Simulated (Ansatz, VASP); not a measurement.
## InCl3: VASP beside Ansatz

Wanted: the spread between two codes on one cell, functional and k mesh. The cell is generated by rule, not measured, and may not be a known phase. The cell is taken from a series of runs on this material, whose earlier steps may have relaxed, scaled, displaced or heated it; both programs get it as it stands.

Main program and level: Ansatz 0.2.0; plane waves, with VASP 6.6.1 beside it; single point at PBEsol.

The structure was built from a prototype and need not be the compound's stable phase.

## Step 1: The structure

Symmetry: Imma, No. 74, orthorhombic system. The conventional cell has a = 7.105 Å, b = 10.048 Å, c = 7.105 Å, α = 90.00°, β = 90.00°, γ = 90.00°. In has 6 Cl at 2.51 to 2.52 Å nearest. Cl has 2 In at 2.51 Å nearest. Nearest to Cl lie 2 In at 2.52 Å. Farther neighbours and most contacts between anions are not listed.

Structure file:

```cif
data_structure
_symmetry_space_group_name_H-M 'Imma'
_symmetry_Int_Tables_number 74
_cell_length_a 7.1050
_cell_length_b 10.0479
_cell_length_c 7.1050
_cell_angle_alpha 90.000
_cell_angle_beta 90.000
_cell_angle_gamma 90.000
_cell_volume 507.22
loop_
_atom_site_label
_atom_site_type_symbol
_atom_site_symmetry_multiplicity
_atom_site_Wyckoff_symbol
_atom_site_fract_x
_atom_site_fract_y
_atom_site_fract_z
_atom_site_occupancy
In1 In 4 a 0.00000 0.00000 0.00000 1
Cl1 Cl 8 g 0.25000 0.99015 0.75000 1
Cl2 Cl 4 e 0.50000 0.25000 0.51970 1
```

## Step 2: Ansatz: single point, PBEsol, pair 1

Ansatz runs on its default PAW (the set named soft_2) files.

A single point gives forces, pressure and levels at one fixed geometry, so differences don't come from the geometry; what else differs is listed under the comparison.

input.yaml reads:

```yaml
crystal:
  lattice:
    - [5.0239648185, 5.0239648185, 0.0]
    - [5.0239648185, 0.0, 5.0239648185]
    - [5.0239648185, 0.0, -5.0239648185]
  atoms:
    - { symbol: In, position: [0.0, 0.0, 0.0] }
    - { symbol: In, position: [0.0, 0.5, 0.5] }
    - { symbol: Cl, position: [0.0, 0.2598522733, 0.2401477267] }
    - { symbol: Cl, position: [0.0, 0.7401477267, 0.7598522733] }
    - { symbol: Cl, position: [0.5, 0.7401477267, 0.7598522733] }
    - { symbol: Cl, position: [0.5, 0.2598522733, 0.2401477267] }
    - { symbol: Cl, position: [0.0197045467, 0.2302954533, 0.7302954533] }
    - { symbol: Cl, position: [-0.0197045467, 0.7697045467, 0.2697045467] }
kpoints:
  mp_grid: { grid: [8, 8, 8] }
hamiltonian:
  xc: pbesol
scf:
  occupations: { method: methfessel_paxton, width: 0.2 }
output:
  forces: true
  stress: true
  eigenvalues: true
```

The run is started by

```bash
ansatz run input.yaml --threads 4 --pin off --max-ram 7168MiB --backend cpu --events-out ev --progress --plain --runs-dir out
```

Numbers of over 12 decimals in the logs are rounded to 6 here.

The program printed:

```text
Engine: ansatz 0.2.0, aarch64-unknown-linux-gnu
Pseudopotentials: kind: paw
Pseudopotential: In, paw, valence charge 13, recommended cutoff 420 eV (normal), In.paw.azcp
Pseudopotential: Cl, paw, valence charge 7, recommended cutoff 420 eV (normal), Cl.paw.azcp
Functional definition: PBEsol
  exchange = pbesol_x
  correlation = pbesol_c
Crystal: 8 atoms, lattice volume = 253.612 Å³
Basis set: ecut = 420 eV, 4957 PW (Γ), exchange–correlation on 96×96×96 points (8 copies of the dense FFT grid, shifted against one another)
Bands: 42, of which v1, the nominal top of the filled ones, is band 34 counted from 1 (33 counted from 0)
Symmetry: 8 space group operations
Space group: Imma (ITA 74), of the structure as read, at distance tolerance 6.3e-5 Å
k-points: 95 of 512
Non-local potential: In, projectors of the file, l = 0: 2, l = 1: 2, l = 2: 2, l = 3: 2
Non-local potential: Cl, projectors of the file, l = 0: 2, l = 1: 2, l = 2: 2
PAW form: soft (Blöchl's): semilocal exchange-correlation on the pseudo side does not see the compensation charge
PAW frozen core: In, regenerated for the run's functional, and the local potential with it (the file was generated under x = pbe(κ = 0.804, μ = 0.219515), c = pbe(β = 0.066725))
PAW frozen core: Cl, regenerated for the run's functional, and the local potential with it (the file was generated under x = pbe(κ = 0.804, μ = 0.219515), c = pbe(β = 0.066725))
PAW one-centre angular grid: In, 590 points (default); XC on 64 Gauss nodes
PAW one-centre angular grid: Cl, 110 points (default); XC on 64 Gauss nodes
Initial density: superposition of atomic densities (neutral atoms: chi_scale 0, normalization atom), corrected by the library's trained network
Initial wavefunctions: pseudopotential atomic-orbital guess
Functional: x = pbesol(κ = 0.804, μ = 0.123457), c = pbesol(β = 0.046)
SCF iter   1: F=—  HF=-17422.784093 eV  |F-HF|=—  |Δ(HF+E_count)|=         —  Δρ=3.79e-3  dr2=4.25e-2  ethr=1.77e-3  ⟨swp⟩=9.2  Hψ=18058  notcnv=0
preconditioner: auto → none  [metal: Δε(μ)=0.106 eV  Ē_g=13.747 eV  σ=0.200 eV  W_gap=0.43  n_scr=58 (ndim 8)  ℏωp=19.2 eV  f_vac=0.246  D(μ)=1.41/eV (n_scr^D=0)  sad-step TF]
SCF iter   2: F=—  HF=-17422.774591 eV  |F-HF|=—  |Δ(HF+E_count)|=   9.50e-3  S|Δr|=    0.00e0  Δρ=1.76e-3  dr2=1.10e-2  ethr=6.25e-5  ⟨swp⟩=2.5  Hψ=8009  notcnv=0  defer=3
SCF iter   3: F=—  HF=-17422.773256 eV  |F-HF|=—  |Δ(HF+E_count)|=   1.33e-3  S|Δr|=    0.00e0  Δρ=2.93e-4  dr2=1.69e-4  ethr=1.61e-5  ⟨swp⟩=2.9  Hψ=7026  notcnv=0  defer=3
SCF iter   4: F=—  HF=-17422.773169 eV  |F-HF|=—  |Δ(HF+E_count)|=   8.68e-5  S|Δr|=    0.00e0  Δρ=1.20e-4  dr2=5.64e-5  ethr=2.49e-7  ⟨swp⟩=2.1  Hψ=6909  notcnv=0  defer=3
SCF iter   5: F=—  HF=-17422.773030 eV  |F-HF|=—  |Δ(HF+E_count)|=   1.39e-4  S|Δr|=    0.00e0  Δρ=5.27e-5  dr2=1.36e-5  ethr=8.29e-8  ⟨swp⟩=2.6  Hψ=6654  notcnv=0  defer=3
SCF iter   6: F=—  HF=-17422.773026 eV  |F-HF|=—  |Δ(HF+E_count)|=   3.63e-6  S|Δr|=    0.00e0  Δρ=9.63e-6  dr2=2.61e-7  ethr=2.00e-8  ⟨swp⟩=2.0  Hψ=5137  notcnv=0  defer=3
SCF iter   7: F=-17422.773026 eV  HF=-17422.773026 eV  |F-HF|=1.38e-10  |Δ(HF+E_count)|=   8.32e-9  S|Δr|=    0.00e0  Δρ=2.27e-6  dr2=1.21e-8  ethr=1.47e-10  ⟨swp⟩=12.8  Hψ=19302  notcnv=0
SCF 1 converged in 7 iterations: F = -17422.773026 eV  dr2 = 1.21e-8
  greatest PAW one-centre occupation: 0.986 electrons in one spin orbital (limit 2), on the In atom at site 0 (counted from 0), in its partial waves of l = 2
SCF converged after 7 iterations
Stability not checked: this state was not tested for a lower state beside it, because cold or Methfessel-Paxton smearing, or corrected tetrahedra, fill the levels in a way that the test cannot read (fill_not_monotonic; see scf.lower_state_search)
Free energy (F): -17422.773026 eV
Harris-Foulkes:  -17422.773026 eV  (|F-HF|=1.38e-10)
Internal energy: -17422.792415 eV  (E = F + TS)
E sigma→0 (E₀):  -17422.777873 eV
Entropy (-TS):   0.019389 eV (2.424 meV/atom)
Fermi energy:    0.678401 eV
Step filling:    the computed levels leave a gap of 0.1050 eV = 0.5 smearing widths at the electron count; against every level under it full and every level over it empty, smearing changes F+E_penalty+E_count by +8.452 meV and its σ→0 estimate by +3.605 meV
--- Per-component energies (eV) ---
  E_band       = -454.446141
  E_kinetic    = 1450.736856
  E_local      = -5682.014549  (includes V_loc(G=0)·N_el)
  E_nonlocal   = 916.735462
  E_hartree    = 2191.687144
  E_xc         = -1055.848131
  E_vxc        = -919.461747  (∫ρ·V_xc dr)
  E_paw        = -12028.516424  (= ΣΔE_a)
  E_vpaw       = -603.818711  (= ΣTr[D̂ρ^β])
  E_aug_tail   = 0.000618  (compensation charges beyond the density's cutoff)
  E_ewald      = -3216.515790
  E_core_change = 0.942398  (= ΣΔE_core)
  E_smearing   = 0.019389  (= −TS)
  E_closure    = 0.000000  (closes the sum)
  Σ components = -17422.773026   (vs F -17422.773026, Δ=0.00e0)
--- Forces (eV/Å), atoms counted from 1 ---
  atom   1  In     0.00000000     0.00000000     0.00000000
  atom   2  In     0.00000000    -0.00000000     0.00000000
  atom   3  Cl     0.00000000     0.00000000     0.08984153
  atom   4  Cl    -0.00000000     0.00000000    -0.08984153
  atom   5  Cl     0.00000000     0.00000000    -0.08984153
  atom   6  Cl     0.00000000     0.00000000     0.08984153
  atom   7  Cl    -0.08681494     0.08681494     0.00000000
  atom   8  Cl     0.08681494    -0.08681494     0.00000000
  max |Σ_I F_I| component: 1.39e-17 eV/Å
--- Stress (GPa, compression-positive) ---
       -0.069918      -0.007952       0.000000
       -0.007952      -0.069918       0.000000
        0.000000       0.000000      -0.156845
  P = ⅓ Tr σ = -0.0989 GPa (-0.989 kbar)
--- Band table (eV; the first three rows and the last of 95) ---
  k-point 0: bands = [... 30 lower, -0.0542, 0.0035, 0.6130, 0.6212, 0.7263, 5.8835, 5.8848, 5.8941, ... 4 higher]
  k-point 1: bands = [... 30 lower, -0.0410, 0.3843, 0.5642, 0.5864, 0.8228, 5.5578, 6.1118, 6.1220, ... 4 higher]
  k-point 2: bands = [... 30 lower, 0.0139, 0.4077, 0.4500, 0.5021, 1.4213, 4.8526, 6.7200, 6.7322, ... 4 higher]
  k-point 94: bands = [... 30 lower, -0.1695, -0.1695, 0.2991, 0.2991, 4.1051, 4.1051, 7.1710, 7.1710, ... 4 higher]
```

The run ends at a pressure of -0.10 GPa, with forces up to 0.12 eV/Å.

## Step 3: VASP: single point, PBEsol, pair 1

The same cell, functional, mesh and smearing now go to VASP, with its own data sets.

Lines of VASP's logs that name or quote its potential files are left out, and so is its time.

INCAR reads:

```
SYSTEM = InCl3
PREC = Accurate
ENCUT = 500
EDIFF = 1E-06
NELM = 120
ISMEAR = 1
SIGMA = 0.2
LREAL = .FALSE.
ALGO = Normal
GGA = PS
NBANDS = 42
LORBIT = 11
LWAVE = .FALSE.
LCHARG = .FALSE.
ISIF = 2
LASPH = .TRUE.
GGA_COMPAT = .FALSE.
EFERMI = MIDGAP
KPAR = 2
```

POSCAR reads:

```
InCl3
1.0
    5.0239648185      5.0239648185      0.0000000000
    5.0239648185      0.0000000000      5.0239648185
    5.0239648185      0.0000000000     -5.0239648185
In Cl
2 6
Direct
    0.0000000000      0.0000000000      0.0000000000
    0.0000000000      0.5000000000      0.5000000000
    0.0000000000      0.2598522733      0.2401477267
    0.0000000000      0.7401477267      0.7598522733
    0.5000000000      0.7401477267      0.7598522733
    0.5000000000      0.2598522733      0.2401477267
    0.0197045467      0.2302954533      0.7302954533
    0.9802954533      0.7697045467      0.2697045467
```

KPOINTS reads:

```
Automatic mesh
0
Gamma
8 8 8
0 0 0
```

PAW data sets: In_d and Cl (PBE family, release 64).

The run is started by

```bash
mpirun -np 2 vasp_std
```

The program printed:

```text
[banner, memory and clock lines left out]
running    2 mpi-ranks, on    1 nodes
 distrk:  each k-point on    1 cores,    2 groups
 distr:  one band on    1 cores,    1 groups

 POSCAR found type information on POSCAR InCl
 POSCAR found :  2 types and       8 ions
|                                                                             |
|               ----> ADVICE to this user running VASP <----                  |
|                                                                             |
|     You enforced a specific xc type in the INCAR file but a different       |
|     [... a line on the potential file left out ...]
|     I HOPE YOU KNOW WHAT YOU ARE DOING!                                     |
|                                                                             |

 LDA part: xc-table for (Slater+PW92), standard interpolation
 POSCAR, INCAR and KPOINTS ok, starting setup
 FFT: planning ... GRIDC
 FFT: planning ... GRID_SOFT
 FFT: planning ... GRID
 WAVECAR not read
 entering main loop
       N       E                     dE             d eps       ncg     rms          rms(c)
DAV:   1     0.708721932496E+03    0.70872E+03   -0.28895E+04  7980   0.153E+03
DAV:   2     0.859933302398E+02   -0.62273E+03   -0.60057E+03  9522   0.376E+02
DAV:   3    -0.203010744836E+02   -0.10629E+03   -0.10425E+03  9436   0.174E+02
DAV:   4    -0.265587520641E+02   -0.62577E+01   -0.62322E+01 10064   0.485E+01
DAV:   5    -0.268915409270E+02   -0.33279E+00   -0.32223E+00 12168   0.105E+01    0.105E+01
DAV:   6    -0.252596838960E+02    0.16319E+01   -0.27593E+00 11424   0.236E+01    0.706E+00
DAV:   7    -0.250533262261E+02    0.20636E+00   -0.10355E+00 12396   0.130E+01    0.279E+00
DAV:   8    -0.250536980486E+02   -0.37182E-03   -0.27105E-01 12724   0.493E+00    0.699E-01
DAV:   9    -0.250529128197E+02    0.78523E-03   -0.11608E-02 12776   0.126E+00    0.297E-01
DAV:  10    -0.250529096955E+02    0.31242E-05   -0.18109E-03 12680   0.478E-01    0.120E-01
DAV:  11    -0.250529609851E+02   -0.51290E-04   -0.58953E-04 12776   0.215E-01    0.311E-02
DAV:  12    -0.250529636755E+02   -0.26903E-05   -0.17124E-05 11590   0.339E-02    0.144E-02
DAV:  13    -0.250529668755E+02   -0.32000E-05   -0.50482E-06  9630   0.331E-02    0.298E-03
DAV:  14    -0.250529668428E+02    0.32670E-07   -0.42589E-07  6720   0.772E-03
   1 F= -.25052967E+02 E0= -.25059470E+02  d E =0.195095E-01
```

From OUTCAR (step 3):

```text
ion  position               nearest neighbor table
   1  0.000  0.000  0.000-   3 2.51   4 2.51   5 2.51   6 2.51   8 2.52   7 2.52
   2  0.000  0.500  0.500-   3 2.51   4 2.51   6 2.51   5 2.51   8 2.52   7 2.52
   3  0.000  0.260  0.240-   1 2.51   2 2.51
   4  0.000  0.740  0.760-   1 2.51   2 2.51
   5  0.500  0.740  0.760-   2 2.51   1 2.51
   6  0.500  0.260  0.240-   1 2.51   2 2.51
   7  0.020  0.230  0.730-   1 2.52   2 2.52
   8  0.980  0.770  0.270-   1 2.52   2 2.52

  LATTYP: Found a face centered cubic cell.
 ALAT       =    10.0479296370

 Subroutine GETGRP returns: Found  8 space group operations
 (whereof  4 operations were pure point group operations)

The static configuration has the point symmetry C_2h.
 The point group associated with its full space group is D_2h.

 Found     95 irreducible k-points:

   k-points           NKPTS =     95   k-points in BZ     NKDIM =     95   number of bands    NBANDS=     42

   dimension x,y,z NGX =    54 NGY =   54 NGZ =   54
   dimension x,y,z NGXF=   108 NGYF=  108 NGZF=  108

   ENCUT  =  500.0 eV  36.75 Ry    6.06 a.u.  12.95 12.95 12.95*2*pi/ulx,y,z

   NELECT =      68.0000    total number of electrons

 k-points in reciprocal lattice and weights: Automatic mesh
   0.00000000  0.00000000  0.00000000       0.002
   0.12500000  0.00000000  0.00000000       0.008
   0.00000000 -0.12500000  0.12500000       0.004
   0.25000000  0.00000000  0.00000000       0.008
   0.00000000 -0.25000000  0.25000000       0.004
   0.37500000  0.00000000  0.00000000       0.008
   0.00000000 -0.37500000  0.37500000       0.004
   0.50000000  0.00000000  0.00000000       0.004
   0.00000000  0.50000000  0.50000000       0.002
[...]
-0.25000000  0.25000000  0.25000000       0.008
   0.50000000  0.25000000 -0.25000000       0.004

 average (electrostatic) potential at core
       1-100.7115       2-100.7115       3 -94.5486       4 -94.5486       5 -94.5486
       6 -94.5486       7 -94.5539       8 -94.5539

 E-fermi :  -0.5969

 k-point     1 :       0.0000    0.0000    0.0000
  band No.  band energies     occupation
    ...
     31      -1.3269      2.00000
     32      -1.2619      2.00003
     33      -0.6626      1.52374
     34      -0.6544      1.46494
     35      -0.5460      0.58422
     36       4.6434      0.00000
     37       4.6446      0.00000
     38       4.6538      0.00000
     39       5.9433      0.00000
     40       6.2573      0.00000
    ...

 k-point     2 :       0.1250    0.0000    0.0000
  band No.  band energies     occupation
    ...
     30      -1.3413      2.00000
     31      -1.3391      2.00000
     32      -0.8493      2.07051
     33      -0.7525      1.96830
     34      -0.7010      1.76196
     35      -0.3492     -0.07086
     36       4.5445      0.00000
     37       4.7659      0.00000
     38       4.7708      0.00000
     39       6.1003      0.00000
    ...

 k-point     3 :       0.0000   -0.1250    0.1250
  band No.  band energies     occupation
    ...
     30      -1.3440      2.00000
     31      -1.3343      2.00000
     32      -0.8750      2.06425
     33      -0.7585      1.98418
     34      -0.6550      1.46919
     35      -0.3653     -0.06943
     36       4.5458      0.00000
     37       4.7650      0.00000
     38       4.7758      0.00000
     39       6.1005      0.00000
    ...

  Total       -0.1767004     -0.1767004     -0.3142976     -0.0125236      0.0000000      0.0000000
  in kB       -1.1162934     -1.1162934     -1.9855551     -0.0791173      0.0000000      0.0000000
  external PRESSURE =      -1.4060473 kB  Pullay stress =       0.0000000 kB

  energy-cutoff  :      500.00
  volume of cell :      253.61
      direct lattice vectors                 reciprocal lattice vectors
     5.023964818  5.023964818  0.000000000     0.000000000  0.199045980  0.000000000
     5.023964818  0.000000000  5.023964818     0.099522990 -0.099522990  0.099522990
     5.023964818  0.000000000 -5.023964818     0.099522990 -0.099522990 -0.099522990

 POSITION                                       TOTAL-FORCE (eV/Angst)
 -----------------------------------------------------------------------------------
      0.00000      0.00000      0.00000         0.000000     -0.000000     -0.000000
      5.02396      0.00000      0.00000         0.000000     -0.000000     -0.000000
      2.51198      0.00000      0.09899         0.000000     -0.000000      0.089896
      7.53595      0.00000     -0.09899         0.000000     -0.000000     -0.089896
     10.04793      2.51198     -0.09899         0.000000     -0.000000     -0.089896
      5.02396      2.51198      0.09899         0.000000     -0.000000      0.089896
      4.92497      0.09899     -2.51198        -0.086884      0.086884     -0.000000
     10.14692      4.92497      2.51198         0.086884     -0.086884     -0.000000
 -----------------------------------------------------------------------------------
    total drift:                               -0.000000      0.000000     -0.000000

  FREE ENERGIE OF THE ION-ELECTRON SYSTEM (eV)
  ---------------------------------------------------
  free  energy   TOTEN  =       -25.0529668428 eV

  energy  without entropy=      -25.0724763143  energy(sigma->0) =      -25.05947000

 total charge
# of ion       s       p       d       tot
------------------------------------------
    1        0.665   0.553   9.983  11.200
    2        0.665   0.553   9.983  11.200
    3        1.586   3.509   0.000   5.095
    4        1.586   3.509   0.000   5.095
    5        1.586   3.509   0.000   5.095
    6        1.586   3.509   0.000   5.095
    7        1.587   3.507   0.000   5.094
    8        1.587   3.507   0.000   5.094
--------------------------------------------------
tot         10.849  22.156  19.965  52.970

[... 3 further parts left out ...]
```

The gap is under twice the smearing width, so the edge states are partly filled and the run can't tell a small gap from a semimetal. Methfessel-Paxton smearing is not meant for a cell with a gap.

## Step 4: Differences

Known differences besides the potentials themselves: the cutoff is 420 eV in Ansatz and 500 eV in VASP; Ansatz makes its cores anew for this functional, VASP keeps those of its PBE data sets. Total energies have different zeros and are not compared.

Compared:

```
      quantity  Ansatz   VASP  difference
pressure (GPa)   -0.10  -0.14       +0.04
```

Forces (eV/Å; atoms numbered as in POSCAR):

```
atom        Ansatz x, y, z          VASP x, y, z
 In1   0.000, 0.000, 0.000   0.000, 0.000, 0.000
 In2   0.000, 0.000, 0.000   0.000, 0.000, 0.000
 Cl3   0.000, 0.000, 0.090   0.000, 0.000, 0.090
 Cl4  0.000, 0.000, -0.090  0.000, 0.000, -0.090
 Cl5  0.000, 0.000, -0.090  0.000, 0.000, -0.090
 Cl6   0.000, 0.000, 0.090   0.000, 0.000, 0.090
 Cl7  -0.087, 0.087, 0.000  -0.087, 0.087, 0.000
 Cl8  0.087, -0.087, 0.000  0.087, -0.087, 0.000
```

The forces differ by 0.0 meV/Å r.m.s., which is 0.1 % of the r.m.s. force of 0.051 eV/Å (both taken over all components).

[end of part 1 of 2]

[Lines on the potential files, build, host, timing and source positions are cut from VASP's logs without a mark.]

[Logs are printed without paths, hosts, clocks, repeated set-up lines and the standing remarks that a program may print on its own settings, such as how far it seeks lower states.]

[Hosts, paths, dates, database ids (printed as entryN), source tags and the programs' standing remarks are cut or masked in the printed files.]
